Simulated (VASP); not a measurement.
Calculation: PBEsol GGA, VASP's PBE PAW potentials (set 64) (plane waves; VASP 6.6.1).

VASP input:

File POSCAR:
```
CdZn3S4
1
    5.4707080920     0.0000000000    -0.0000000000
    0.0000000000     5.4707080920     0.0000000000
    0.0000000000     0.0000000000     5.4707080920
Zn S Cd
3 4 1
Direct
  1.0000000000   1.0000000000   0.0000000000
  0.5000000000   0.5000000000   1.0000000000
  0.5000000000   0.0000000000   0.5000000000
  0.2626693561   0.2373306439   0.2373306439
  0.7373306439   0.7626693561   0.2373306439
  0.7373306439   0.2373306439   0.7626693561
  0.2626693561   0.7626693561   0.7626693561
  1.0000000000   0.5000000000   0.5000000000
```

INCAR:
```
! general
SYSTEM   =  CdZn3S4
PREC     =  Accurate
ENCUT    =  400
LREAL    =  .FALSE.
LASPH    =  .TRUE.
ICHARG   =  11

! electronic loop
EDIFF    =  1E-7
NELM     =  100
ALGO     =  Normal
LMAXMIX  =  4

! smearing
ISMEAR   =  0
SIGMA    =  0.05

! functional
GGA      =  PS

! output
LWAVE    =  .FALSE.
LCHARG   =  .FALSE.
LORBIT   =  11
```

KPOINTS:
```
k-points along high-symmetry lines
15
Line-mode
Reciprocal
  0.000000   0.000000   0.000000 ! GAMMA
  0.000000   0.500000   0.000000 ! X

  0.000000   0.500000   0.000000 ! X
  0.500000   0.500000   0.000000 ! M

  0.500000   0.500000   0.000000 ! M
  0.000000   0.000000   0.000000 ! GAMMA

  0.000000   0.000000   0.000000 ! GAMMA
  0.500000   0.500000   0.500000 ! R

  0.500000   0.500000   0.500000 ! R
  0.000000   0.500000   0.000000 ! X

  0.500000   0.500000   0.500000 ! R
  0.500000   0.500000   0.000000 ! M
```

POTCAR, in this order: Zn S Cd (PBE.64 set). Program: vasp_std. Read from the step before: CHGCAR.

Output

File OUTCAR:
```
 ion  position               nearest neighbor table
   1  0.000  0.000  0.000-   4 2.33   5 2.33   6 2.33   7 2.33
   2  0.500  0.500  0.000-   4 2.33   5 2.33   6 2.33   7 2.33
   3  0.500  0.000  0.500-   4 2.33   5 2.33   6 2.33   7 2.33
   4  0.263  0.237  0.237-   1 2.33   2 2.33   3 2.33   8 2.49
   5  0.737  0.763  0.237-   1 2.33   2 2.33   3 2.33   8 2.49
   6  0.737  0.237  0.763-   1 2.33   2 2.33   3 2.33   8 2.49
   7  0.263  0.763  0.763-   1 2.33   2 2.33   3 2.33   8 2.49
   8  0.000  0.500  0.500-   4 2.49   5 2.49   6 2.49   7 2.49
  LATTYP: Found a simple cubic cell.
 ALAT       =     5.4707080920
 Subroutine PRICEL returns:
 Original cell was already a primitive cell.
 Subroutine GETGRP returns: Found 24 space group operations
The static configuration has the point symmetry D_2d.
 The point group associated with its full space group is T_d .
The dynamic configuration has the point symmetry D_2d.
 Subroutine INISYM returns: Found 24 space group operations
   k-points           NKPTS =     90   k-points in BZ     NKDIM =     90   number of bands    NBANDS=     43
   number of dos      NEDOS =    301   number of ions     NIONS =      8
   total plane-waves  NPLWV =  46656
   dimension x,y,z NGX =    36 NGY =   36 NGZ =   36
   dimension x,y,z NGXF=    72 NGYF=   72 NGZF=   72
   ions per type =               3   4   1
   PREC   = accura    normal or accurate (medium, high low for compatibility)
...
```

OSZICAR:
```
       N       E                     dE             d eps       ncg     rms          rms(c)
DAV:   1     0.545307882230E+03    0.54531E+03   -0.29436E+04  7740   0.161E+03
DAV:   2     0.369589095732E+02   -0.50835E+03   -0.49507E+03  7930   0.405E+02
DAV:   3    -0.260946841100E+02   -0.63054E+02   -0.61565E+02  8753   0.139E+02
DAV:   4    -0.284364011302E+02   -0.23417E+01   -0.23339E+01  9016   0.262E+01
DAV:   5    -0.284745093336E+02   -0.38108E-01   -0.38084E-01  8962   0.336E+00
DAV:   6    -0.284754600759E+02   -0.95074E-03   -0.95056E-03  9030   0.538E-01
DAV:   7    -0.284754923611E+02   -0.32285E-04   -0.32281E-04  9019   0.944E-02
DAV:   8    -0.284754936190E+02   -0.12580E-05   -0.12579E-05  9012   0.183E-02
DAV:   9    -0.284754936723E+02   -0.53235E-07   -0.53275E-07  7787   0.354E-03
   1 F= -.28475494E+02 E0= -.28475494E+02  d E =-.678314E-15
```

OUTCAR:
```
 val. band max:        2.0029196631   @ k =   0.0000   0.0000   0.0000

 cond. band min:       3.7345420737   @ k =   0.0000   0.0000   0.0000



 k-point     1 :       0.0000    0.0000    0.0000
  band No.  band energies     occupation
      1     -11.1004      2.00000
      2      -9.9554      2.00000
      3      -9.9554      2.00000
      4      -9.9554      2.00000
      5      -5.4924      2.00000
      6      -5.4924      2.00000
      7      -5.4823      2.00000
      8      -5.4823      2.00000
      9      -5.4823      2.00000
     10      -4.4193      2.00000
     11      -4.2828      2.00000
     12      -4.2828      2.00000
     13      -4.2828      2.00000
     14      -4.1631      2.00000
     15      -4.1631      2.00000
     16      -4.0970      2.00000
     17      -4.0970      2.00000
     18      -4.0970      2.00000
     19      -3.8691      2.00000
     20      -3.8691      2.00000
     21      -3.8466      2.00000
     22      -3.7478      2.00000
     23      -3.7478      2.00000
     24      -3.7478      2.00000
     25      -2.7647      2.00000
     26      -2.7647      2.00000
     27      -2.1576      2.00000
     28      -0.2698      2.00000
     29      -0.2698      2.00000
     30      -0.2698      2.00000
     31      -0.1910      2.00000
     32      -0.1910      2.00000
     33      -0.1910      2.00000
     34       2.0029      2.00000
     35       2.0029      2.00000
     36       2.0029      2.00000
     37       3.7345      0.00000
     38       5.2811      0.00000
     39       5.2811      0.00000
     40       5.2811      0.00000
     41       5.7454      0.00000
     42       6.2182      0.00000
     43       6.2182      0.00000

 k-point     2 :       0.0000    0.0357    0.0000
  band No.  band energies     occupation
      1     -11.0974      2.00000
      2      -9.9594      2.00000
      3      -9.9554      2.00000
      4      -9.9554      2.00000
      5      -5.4959      2.00000
      6      -5.4918      2.00000
...
```

The density is held fixed in this step, so its total energy and stress have no physical meaning.

The structure was generated: CdZn3S4 was put into an ordered model structure (P-43m), which need not be its known phase. It was relaxed first.
